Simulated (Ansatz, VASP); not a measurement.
# HfZrSe4 in VASP and in Ansatz

The input INCAR:

```
PREC = Accurate
ENCUT = 600
EDIFF = 1E-7
ISMEAR = 0
SIGMA = 0.1
LREAL = F
LASPH = T
NELM = 80
ALGO = Normal
ISIF = 3
LWAVE = F
LCHARG = F
GGA = PE
IBRION = 2
NSW = 100
EDIFFG = -0.01
```

KPOINTS

```
regular mesh
0
Gamma
  8 8 8
```

POSCAR

```
HfZrSe4
1.0
    0.0000000000      3.9798381263      3.9798381263
    3.9798381263      0.0000000000      3.9798381263
    3.9798381263      3.9798381263      0.0000000000
Zr Hf Se
1 1 4
Direct
    0.0000000000      0.0000000000      0.0000000000
    0.7500000000      0.7500000000      0.7500000000
    0.3751042896      0.3751042896      0.8746871313
    0.8746871313      0.3751042896      0.3751042896
    0.3751042896      0.3751042896      0.3751042896
    0.3751042896      0.8746871313      0.3751042896
```

Input for Ansatz:

```yaml
crystal:
  lattice:
    - [0.0, 3.9798381263, 3.9798381263]
    - [3.9798381263, 0.0, 3.9798381263]
    - [3.9798381263, 3.9798381263, 0.0]
  atoms:
    - { symbol: Zr, position: [0.0, 0.0, 0.0] }
    - { symbol: Hf, position: [0.75, 0.75, 0.75] }
    - { symbol: Se, position: [0.3751042896, 0.3751042896, 0.8746871313] }
    - { symbol: Se, position: [0.8746871313, 0.3751042896, 0.3751042896] }
    - { symbol: Se, position: [0.3751042896, 0.3751042896, 0.3751042896] }
    - { symbol: Se, position: [0.3751042896, 0.8746871313, 0.3751042896] }
basis:
  ecutwfc: 420
kpoints:
  mp_grid: { grid: [8, 8, 8] }
hamiltonian:
  xc: pbe
scf:
  occupations: { method: gaussian, width: 0.1 }
output:
  forces: true
  stress: true
  eigenvalues: true
relax:
  adjacent_minimum: "off"
  f_tol: 0.01
  max_steps: 80
  cell: { stress_tol: 0.05 }
```

Change from the starting cell: species swapped into the ErInCo4 type (F-43m, No. 216).

Alike in both runs: task relaxation of cell and atoms; functional PBE; k mesh 8 × 8 × 8; occupations gaussian, width 0.1 eV; no spin polarisation.

|  | VASP | Ansatz |
| --- | --- | --- |
| version | VASP 6.6.1 | Ansatz 0.2.0 |
| potentials or method | VASP PAW PBE potentials, release 64 (Zr_sv, Hf_pv, Se) | scalar-relativistic, plane waves, PAW |
| plane-wave cutoff (eV) | 600 | 420 |
| valence electrons in the cell | 46 | 102 |

Ansatz gave:

| Property | Result |
| --- | --- |
| gap on the k mesh at the Fermi level, each at its own relaxed structure (eV) | none |
| relaxed volume (Å³/atom) | 20.89 |
| relaxed cell length with the largest relative difference (Å) | 5.617 |

Estimate VASP's values.

gap on the k mesh at the Fermi level, each at its own relaxed structure (eV): none; relaxed volume (Å³/atom): 20.86; relaxed cell length with the largest relative difference (Å): 5.615.

A gap of «none» marks a metal or a gap that the smearing closes. The two sets of potentials don't hold the same shells in valence.

Spin-orbit coupling is left out, which matters for the levels of Hf.
